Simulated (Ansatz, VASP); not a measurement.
## Cross-check of Si2MoAs4 between VASP and Ansatz

Wanted: the spread between two codes on one cell, functional and k mesh. The cell is taken from a series of runs on this material, whose earlier steps may have relaxed, scaled, displaced or heated it; both programs get it as it stands.

Main program and level: Ansatz 0.2.0; plane waves, with VASP 6.6.1 beside it; single point at PBE and single point at r2SCAN.

### 1. Starting point

The cell holds 7 atoms: 1 Mo, 4 As and 2 Si. Cell: a = 3.620 Å, b = 3.620 Å, c = 43.000 Å, α = 90.0°, β = 90.0°, γ = 120.0°. Vacuum lies along c.

### 2. Ansatz: single point, PBE

Ansatz runs on its PAW soft_1 files.

A single point gives forces, pressure and levels at one fixed geometry, so differences don't come from the geometry; what else differs is listed under the comparison.

input.yaml reads:

```yaml
crystal:
  lattice:
    - [3.620359107, 0.0, 0.0]
    - [-1.8101795535, 3.1353229575, 0.0]
    - [0.0, 0.0, 43.0]
  atoms:
    - { symbol: Mo, position: [0.0, 0.0, 0.5] }
    - { symbol: As, position: [0.3333333333, 0.6666666667, 0.5347391276] }
    - { symbol: As, position: [0.3333333333, 0.6666666667, 0.4652608724] }
    - { symbol: Si, position: [0.3333333333, 0.6666666667, 0.5894971082] }
    - { symbol: Si, position: [0.3333333333, 0.6666666667, 0.4105028918] }
    - { symbol: As, position: [0.6666666667, 0.3333333333, 0.615340177] }
    - { symbol: As, position: [0.6666666667, 0.3333333333, 0.384659823] }
  periodic: [true, true, false]
kpoints:
  mp_grid: { grid: [6, 6, 1] }
  band_path:
    path:
      - [0, 0, 0]
      - [0.5, 0, 0]
      - [0.3333333333333, 0.3333333333333, 0]
      - [0, 0, 0]
    npoints: 10
hamiltonian:
  xc: pbe
  pseudopotentials: { kind: paw, azcp: { folder: soft_1 } }
scf:
  occupations: { method: fermi_dirac, width: 0.02 }
  n_extra_bands: 6
output:
  eigenvalues: true
  forces: true
  stress: true
  write_density: true
  write_potential: true
  elf: true
  volumetric_format: npy
```

Command:

```
> ansatz run input.yaml --threads 4 --pin off --max-ram 17510MiB --backend cpu --events-out ev --progress --plain --runs-dir out
```

Numbers of over 12 decimals in the logs are rounded to 6 here.

What it wrote:

```text
scf.n_extra_bands = 6 over 41 filled bands (N_el = 82.0): the run solves 47 bands
Engine: ansatz 0.2.0, aarch64-unknown-linux-gnu
Pseudopotentials: kind: paw
Pseudopotential: Mo, paw, valence charge 14, recommended cutoff 420 eV (normal), soft_1/Mo.paw.azcp
Pseudopotential: As, paw, valence charge 15, recommended cutoff 420 eV (normal), soft_1/As.paw.azcp
Pseudopotential: Si, paw, valence charge 4, recommended cutoff 420 eV (normal), soft_1/Si.paw.azcp
Functional definition: PBE
  parameter kappa = 0.804
  parameter beta = 0.066725
  exchange = pbe_x(kappa = kappa, mu = beta*pi^2/3)
  correlation = pbe_c(beta = beta)
Crystal: 7 atoms, lattice volume = 488.093 Å³
Basis set: ecut = 420 eV, 9407 PW (Γ), exchange–correlation on 50×50×576 points (8 copies of the dense FFT grid, shifted against one another)
Bands: 47, of which v1, the nominal top of the filled ones, is band 41 counted from 1 (40 counted from 0)
Symmetry: 12 space group operations
Space group: P-6m2 (ITA 187), of the structure as read, at distance tolerance 7.9e-5 Å
k-points: 7 of 36 (time reversal used)
Non-local potential: Mo, projectors of the file, l = 0: 3, l = 1: 2, l = 2: 2, l = 3: 1
Non-local potential: As, projectors of the file, l = 0: 2, l = 1: 2, l = 2: 3, l = 3: 1
Non-local potential: Si, projectors of the file, l = 0: 2, l = 1: 2, l = 2: 1
PAW form: soft (Blöchl's): semilocal exchange-correlation on the pseudo side does not see the compensation charge
PAW one-centre angular grid: Mo, 590 points (default); XC on 64 Gauss nodes
PAW one-centre angular grid: As, 590 points (default); XC on 64 Gauss nodes
PAW one-centre angular grid: Si, 110 points (default); XC on 64 Gauss nodes
Initial density: superposition of atomic densities (neutral atoms: chi_scale 0, normalization atom)
Initial wavefunctions: pseudopotential atomic-orbital guess
Functional: x = pbe(κ = 0.804, μ = 0.219515), c = pbe(β = 0.066725)
SCF iter   1: F=—  HF=-25654.129263 eV  |F-HF|=—  |Δ(HF+E_count)|=         —  Δρ=2.94e-2  dr2=5.63e0  ethr=3.10e-3  ⟨swp⟩=12.6  Hψ=1817  notcnv=0
preconditioner: auto → Resta (q_TF=auto, 2.027 Å⁻¹)  ε∞=2.6  [insulator: Δε(μ)=0.592 eV  Ē_g=7.668 eV  σ=0.020 eV  W_gap=1.00  n_scr=56 (ndim 8)  ℏωp=9.8 eV  f_vac=0.679  D(μ)=0.00/eV (n_scr^D=0)  ε∞_Penn≈2.6  vacuum switching on, ρ_ref=4.3e-3 e/Å³]
SCF iter   2: F=—  HF=-25653.570256 eV  |F-HF|=—  |Δ(HF+E_count)|=   5.59e-1  Δρ=1.94e-2  dr2=5.50e0  ethr=3.10e-3  ⟨swp⟩=4.4  Hψ=866  notcnv=0  defer=10
preconditioner: auto → LDOS  [insulator: Δε(μ)=0.196 eV  Ē_g=7.209 eV  σ=0.020 eV  W_gap=0.98  n_scr=56 (ndim 8)  ℏωp=9.8 eV  f_vac=0.679  D(μ)=0.11/eV (n_scr^D=2)  ε∞_Penn≈2.8  β→1.0]
SCF iter   3: F=—  HF=-25653.041080 eV  |F-HF|=—  |Δ(HF+E_count)|=   5.29e-1  Δρ=7.37e-3  dr2=7.77e-1  ethr=3.10e-3  ⟨swp⟩=4.1  Hψ=662  notcnv=0  defer=8
SCF iter   4: F=—  HF=-25652.959514 eV  |F-HF|=—  |Δ(HF+E_count)|=   8.16e-2  Δρ=2.55e-3  dr2=7.82e-2  ethr=9.48e-4  ⟨swp⟩=5.1  Hψ=681  notcnv=0  defer=7
SCF iter   5: F=—  HF=-25652.957924 eV  |F-HF|=—  |Δ(HF+E_count)|=   1.59e-3  Δρ=1.44e-3  dr2=1.54e-1  ethr=9.53e-5  ⟨swp⟩=4.9  Hψ=658  notcnv=0  defer=7
SCF iter   6: F=—  HF=-25652.940895 eV  |F-HF|=—  |Δ(HF+E_count)|=   1.70e-2  Δρ=4.45e-4  dr2=9.60e-4  ethr=9.53e-5  ⟨swp⟩=4.1  Hψ=542  notcnv=0  defer=7
SCF iter   7: F=—  HF=-25652.940768 eV  |F-HF|=—  |Δ(HF+E_count)|=   1.26e-4  Δρ=2.09e-4  dr2=1.58e-4  ethr=1.17e-6  ⟨swp⟩=3.6  Hψ=696  notcnv=0  defer=7
SCF iter   8: F=—  HF=-25652.940853 eV  |F-HF|=—  |Δ(HF+E_count)|=   8.43e-5  Δρ=5.03e-5  dr2=1.02e-5  ethr=1.93e-7  ⟨swp⟩=3.1  Hψ=571  notcnv=0  defer=7
SCF iter   9: F=—  HF=-25652.940952 eV  |F-HF|=—  |Δ(HF+E_count)|=   9.98e-5  Δρ=8.91e-6  dr2=9.50e-7  ethr=1.25e-8  ⟨swp⟩=3.0  Hψ=586  notcnv=0  defer=7
SCF iter  10: F=-25652.940953 eV  HF=-25652.940953 eV  |F-HF|=3.17e-8  |Δ(HF+E_count)|=   4.01e-7  Δρ=1.96e-6  dr2=3.32e-8  ethr=1.22e-10  ⟨swp⟩=24.3  Hψ=3716  notcnv=0
SCF 1 converged in 10 iterations: F = -25652.940953 eV  dr2 = 3.32e-8
  greatest PAW one-centre occupation: 0.999 electrons in one spin orbital (limit 2), on the As atom at site 1 (counted from 0), in its partial waves of l = 2
NSCF: frozen V_eff on 31 k-points
WARN: The output density's exchange-correlation potential varies sharply where the density is thin. Do not read a vacuum level from v_tot or v_xc, or from such a field of the output density. On a cell that repeats whose density bears no net charge and no dipole along the vacuum's axis use v_es (v_loc + v_h of the components); under efield.dipole_correction with no amplitude use v_es + v_field, which holds any externa [...]
SCF converged after 10 iterations
Free energy (F): -25652.940953 eV
Harris-Foulkes:  -25652.940953 eV  (|F-HF|=3.17e-8)
Internal energy: -25652.940953 eV  (E = F + TS)
E sigma→0 (E₀):  -25652.940953 eV
Entropy (-TS):   -0.000000 eV (-0.000 meV/atom)
Fermi energy:    -4.540039 eV
--- Per-component energies (eV) ---
  E_band       = -2313.414194
  E_kinetic    = 892.226394
  E_local      = -377418.559096  (includes V_loc(G=0)·N_el)
  E_nonlocal   = -1377.458320
  E_hartree    = 188406.502070
  E_xc         = -569.823703
  E_vxc        = -608.987212  (∫ρ·V_xc dr)
  E_paw        = -12289.677233  (= ΣΔE_a)
  E_vpaw       = -613.583547  (= ΣTr[D̂ρ^β])
  E_aug_tail   = 0.000093  (compensation charges beyond the density's cutoff)
  E_ewald      = 176703.848843
  E_smearing   = -0.000000  (= −TS)
  E_closure    = -0.000000  (closes the sum)
  Σ components = -25652.940953   (vs F -25652.940953, Δ=0.00e0)
--- Forces (eV/Å), atoms counted from 1 ---
  atom   1  Mo     0.00000000    -0.00000000     0.00000000
  atom   2  As     0.00000000    -0.00000000     0.00046822
  atom   3  As    -0.00000000    -0.00000000    -0.00046822
  atom   4  Si    -0.00000000    -0.00000000     0.00042928
  atom   5  Si    -0.00000000    -0.00000000    -0.00042928
  atom   6  As     0.00000000     0.00000000    -0.00477641
  atom   7  As     0.00000000     0.00000000     0.00477641
  max |Σ_I F_I| component: 9.61e-17 eV/Å
--- 2D stress c σ (N/m, compression-positive) ---
        0.001421       0.000000       0.000000
        0.000000       0.001421       0.000000
        0.000000       0.000000       0.000000
  P = ½ c Tr σ = 0.0014 N/m
--- Band table (eV; the first three rows and the last of 7) ---
  k-point 0: bands = [... 37 lower, -5.5586, -5.5174, -5.5174, -5.0331, -2.4875, -2.4836, -2.1939, -2.1939, ... 2 higher]
  k-point 1: bands = [... 37 lower, -6.1569, -6.0413, -5.7801, -5.2157, -2.9715, -2.9077, -2.1744, -2.0195, ... 2 higher]
  k-point 2: bands = [... 37 lower, -6.7220, -6.0989, -6.0356, -5.6597, -3.4615, -3.2898, -3.2276, -3.0027, ... 2 higher]
  k-point 6: bands = [... 37 lower, -6.6913, -6.6870, -6.5752, -4.8367, -4.2434, -3.8263, -2.8987, -2.4818, ... 2 higher]
```

The column dr2 measures how far the density is from self-consistency, as an energy; F and HF (Harris–Foulkes) agree once it is small.

### 3. VASP: single point, PBE

The same cell, functional, mesh and smearing now go to VASP, with its own data sets.

Lines of VASP's logs that name or quote its potential files are left out, and so is its time.

INCAR reads:

```
SYSTEM = Si2MoAs4
PREC = Accurate
ENCUT = 400
EDIFF = 1E-06
NELM = 120
ISMEAR = -1
SIGMA = 0.02
LREAL = .FALSE.
ALGO = Normal
GGA = PE
NBANDS = 28
LASPH = .TRUE.
LORBIT = 11
LWAVE = .FALSE.
LCHARG = .FALSE.
ISIF = 2
LDIPOL = .TRUE.
IDIPOL = 3
DIPOL = 0.5 0.5 0.5
LVHAR = .TRUE.
GGA_COMPAT = .FALSE.
EFERMI = MIDGAP
NELMDL = -8
KPAR = 2
```

POSCAR reads:

```
Si2MoAs4
1.0
    3.6203591070      0.0000000000      0.0000000000
   -1.8101795535      3.1353229575      0.0000000000
    0.0000000000      0.0000000000     43.0000000000
Mo As Si
1 4 2
Direct
    0.0000000000      0.0000000000      0.5000000000
    0.3333333333      0.6666666667      0.5347391276
    0.3333333333      0.6666666667      0.4652608724
    0.6666666667      0.3333333333      0.6153401770
    0.6666666667      0.3333333333      0.3846598230
    0.3333333333      0.6666666667      0.5894971082
    0.3333333333      0.6666666667      0.4105028918
```

KPOINTS reads:

```
Automatic mesh
0
Gamma
6 6 1
0 0 0
```

The projector-augmented-wave data sets are Mo_sv, As and Si (PBE family, release 64).

Command:

```
> mpirun -np 2 vasp_std
```

What it wrote:

```text
[banner, memory and clock lines left out]
running    2 mpi-ranks, on    1 nodes
 distrk:  each k-point on    1 cores,    2 groups
 distr:  one band on    1 cores,    1 groups

 POSCAR found type information on POSCAR MoAsSi
 POSCAR found :  3 types and       7 ions
 LDA part: xc-table for (Slater+PW92), standard interpolation
 POSCAR, INCAR and KPOINTS ok, starting setup
 FFT: planning ... GRIDC
 FFT: planning ... GRID_SOFT
 FFT: planning ... GRID
 WAVECAR not read
 entering main loop
       N       E                     dE             d eps       ncg     rms          rms(c)
DAV:   1     0.225938126628E+03    0.22594E+03   -0.16007E+04   504   0.907E+02
DAV:   2    -0.196388675170E+02   -0.24558E+03   -0.24107E+03   548   0.198E+02
DAV:   3    -0.416325221739E+02   -0.21994E+02   -0.21777E+02   472   0.570E+01
DAV:   4    -0.423598569236E+02   -0.72733E+00   -0.72058E+00   596   0.108E+01
DAV:   5    -0.423738213159E+02   -0.13964E-01   -0.13932E-01   528   0.140E+00
DAV:   6    -0.423743842940E+02   -0.56298E-03   -0.56272E-03   604   0.263E-01
DAV:   7    -0.423743951038E+02   -0.10810E-04   -0.10808E-04   536   0.338E-02
DAV:   8    -0.423743955474E+02   -0.44355E-06   -0.44339E-06   488   0.612E-03    0.152E+01
DAV:   9    -0.416216864917E+02    0.75271E+00   -0.75289E+00   444   0.136E+01    0.525E+00
DAV:  10    -0.414167353805E+02    0.20495E+00   -0.61888E+00   528   0.123E+01    0.483E+00
DAV:  11    -0.411376788527E+02    0.27906E+00   -0.11995E+00   492   0.593E+00    0.111E+00
DAV:  12    -0.411333172686E+02    0.43616E-02   -0.11550E-01   464   0.159E+00    0.524E-01
DAV:  13    -0.411334802156E+02   -0.16295E-03   -0.89506E-03   568   0.476E-01    0.236E-01
DAV:  14    -0.411335366482E+02   -0.56433E-04   -0.13247E-03   476   0.193E-01    0.580E-02
[...]
DAV:  19    -0.411336816160E+02   -0.41707E-04   -0.35417E-06   444   0.866E-03    0.404E-03
DAV:  20    -0.411337205332E+02   -0.38917E-04   -0.55658E-06   376   0.582E-03    0.316E-03
DAV:  21    -0.411337379667E+02   -0.17433E-04   -0.77296E-07   352   0.334E-03    0.105E-03
DAV:  22    -0.411337560802E+02   -0.18113E-04   -0.26963E-07   304   0.164E-03    0.627E-04
DAV:  23    -0.411337759782E+02   -0.19898E-04   -0.37814E-07   316   0.137E-03    0.446E-04
DAV:  24    -0.411337802325E+02   -0.42543E-05   -0.17714E-07   304   0.842E-04    0.282E-04
DAV:  25    -0.411337852375E+02   -0.50050E-05   -0.10449E-07   276   0.690E-04    0.941E-05
DAV:  26    -0.411337861423E+02   -0.90473E-06   -0.18078E-08   260   0.315E-04
   1 F= -.41133786E+02 E0= -.41133786E+02  d E =-.260054E-07
```

Parts of OUTCAR (step 3):

```text
ion  position               nearest neighbor table
   1  0.000  0.000  0.500-   2 2.57   3 2.57   2 2.57   3 2.57   2 2.57   3 2.57
   2  0.333  0.667  0.535-   6 2.35   1 2.57   1 2.57   1 2.57
   3  0.333  0.667  0.465-   7 2.35   1 2.57   1 2.57   1 2.57
   4  0.667  0.333  0.615-   6 2.37   6 2.37   6 2.37
   5  0.667  0.333  0.385-   7 2.37   7 2.37   7 2.37
   6  0.333  0.667  0.589-   2 2.35   4 2.37   4 2.37   4 2.37
   7  0.333  0.667  0.411-   3 2.35   5 2.37   5 2.37   5 2.37

  LATTYP: Found a hexagonal cell.
 ALAT       =     3.6203591070
 C/A-ratio  =    11.8772748032

 Subroutine GETGRP returns: Found 12 space group operations
 (whereof 12 operations were pure point group operations)

The static configuration has the point symmetry D_3h.

 Found      7 irreducible k-points:

   k-points           NKPTS =      7   k-points in BZ     NKDIM =      7   number of bands    NBANDS=     28

   dimension x,y,z NGX =    24 NGY =   24 NGZ =  280
   dimension x,y,z NGXF=    48 NGYF=   48 NGZF=  560

   ENCUT  =  400.0 eV  29.40 Ry    5.42 a.u.   5.90  5.90 70.12*2*pi/ulx,y,z

   NELECT =      42.0000    total number of electrons

 k-points in reciprocal lattice and weights: Automatic mesh
   0.00000000  0.00000000  0.00000000       0.028
   0.16666667 -0.00000000  0.00000000       0.167
   0.33333333  0.00000000  0.00000000       0.167
   0.50000000 -0.00000000  0.00000000       0.083
   0.16666667  0.16666667  0.00000000       0.167
   0.33333333  0.16666667  0.00000000       0.333
   0.33333333  0.33333333  0.00000000       0.056

 dipolmoment           0.000000      0.000000     -0.000000 electrons x Angstroem

 average (electrostatic) potential at core
       1 -83.2392       2 -56.0719       3 -56.0719       4 -56.1169       5 -56.1169
       6 -91.6308       7 -91.6308

 E-fermi :  -1.4177

 k-point     1 :       0.0000    0.0000    0.0000
  band No.  band energies     occupation
    ...
     17      -2.4442      2.00000
     18      -2.4442      2.00000
     19      -2.4020      2.00000
     20      -2.4020      2.00000
     21      -1.9134      2.00000
     22       0.6289      0.00000
     23       0.6327      0.00000
     24       0.9269      0.00000
     25       0.9269      0.00000
     26       1.0444      0.00000
    ...

 k-point     2 :       0.1667   -0.0000    0.0000
  band No.  band energies     occupation
    ...
     17      -3.4002      2.00000
     18      -3.0429      2.00000
     19      -2.9245      2.00000
     20      -2.6558      2.00000
     21      -2.0952      2.00000
     22       0.1474      0.00000
     23       0.2123      0.00000
     24       0.9485      0.00000
     25       1.0992      0.00000
     26       1.1894      0.00000
    ...

 k-point     3 :       0.3333    0.0000    0.0000
  band No.  band energies     occupation
    ...
     17      -4.0024      2.00000
     18      -3.6032      2.00000
     19      -2.9732      2.00000
     20      -2.9129      2.00000
     21      -2.5401      2.00000
     22      -0.3393      0.00000
     23      -0.1733      0.00000
     24      -0.1139      0.00000
     25       0.1202      0.00000
     26       0.5039      0.00000
    ...

  Total        0.1196748      0.1196748      0.1590042      0.0000000     -0.0000000      0.0000000
  in kB        0.3928358      0.3928358      0.5219355      0.0000000     -0.0000000      0.0000000
  external PRESSURE =       0.4358690 kB  Pullay stress =       0.0000000 kB

  energy-cutoff  :      400.00
  volume of cell :      488.09
      direct lattice vectors                 reciprocal lattice vectors
     3.620359107  0.000000000  0.000000000     0.276215693  0.159473205  0.000000000
    -1.810179554  3.135322958  0.000000000     0.000000000  0.318946410  0.000000000
     0.000000000  0.000000000 43.000000000     0.000000000  0.000000000  0.023255814

 POSITION                                       TOTAL-FORCE (eV/Angst)
 -----------------------------------------------------------------------------------
      0.00000      0.00000     21.50000        -0.000000     -0.000000     -0.000000
     -0.00000      2.09022     22.99378        -0.000000     -0.000000     -0.001799
     -0.00000      2.09022     20.00622         0.000000     -0.000000      0.001799
      1.81018      1.04511     26.45963         0.000000      0.000000      0.043515
      1.81018      1.04511     16.54037         0.000000      0.000000     -0.043515
     -0.00000      2.09022     25.34838         0.000000     -0.000000     -0.018685
     -0.00000      2.09022     17.65162         0.000000     -0.000000      0.018685
 -----------------------------------------------------------------------------------
    total drift:                                0.000000     -0.000000     -0.000000

  FREE ENERGIE OF THE ION-ELECTRON SYSTEM (eV)
  ---------------------------------------------------
  free  energy   TOTEN  =       -41.1337861423 eV

  energy  without entropy=      -41.1337861163  energy(sigma->0) =      -41.13378613

 vacuum level on the upper side and lower side of the slab         3.125         3.125

 total charge
# of ion       s       p       d       tot
------------------------------------------
    1        2.256   6.148   3.965  12.369
    2        1.206   1.558   0.062   2.826
    3        1.206   1.558   0.062   2.826
    4        1.256   1.531   0.045   2.831
    5        1.256   1.531   0.045   2.831
    6        0.758   0.864   0.000   1.621
    7        0.758   0.864   0.000   1.621
--------------------------------------------------
tot          8.694  14.054   4.178  26.926

[... 3 further parts left out ...]
```

### 4. Comparison

Known differences besides the potentials themselves: Ansatz cuts the interaction across the vacuum, VASP repeats the sheet with a dipole correction; the data sets hold 82 valence electrons in Ansatz (on its PAW soft_1 files) and 42 in VASP; the cutoff is 420 eV in Ansatz and 400 eV in VASP. Total energies have different zeros and are not compared.

Compared:

```csv
quantity,Ansatz,VASP,difference
gap on the k mesh (eV),0.593,0.592,+0.001
```

At this near-relaxed geometry the largest component of a force difference is 48 meV/Å. A gap on the mesh is an upper bound, since the band edges may lie between its points. With vacuum in the cell, a pressure given here is an average over mostly empty space and none of the material.

### 5. Further runs

Further runs change the set-up of one program: Ansatz's method, potentials or start, or VASP's data sets, cutoff or form of LDA. The table gives Ansatz less VASP for each quantity, since a change that brings one quantity closer may part another.

```csv
run,r.m.s. force difference (meV/Å),gap on the k mesh (eV)
as above,16,9.5e-4
"VASP with the data sets Mo_sv, As_d and Si and a cutoff of 520 eV",10,-0.0016
```

(Continued in part 2 of 2.)

[Lines on the potential files, build, host, timing and source positions are cut from VASP's logs without a mark.]

[Logs are printed without paths, hosts, clocks, repeated set-up lines and the standing remarks that a program may print on its own settings, such as how far it seeks lower states.]

[Hosts, paths, dates, database ids (printed as entryN), source tags and the programs' standing remarks are cut or masked in the printed files.]
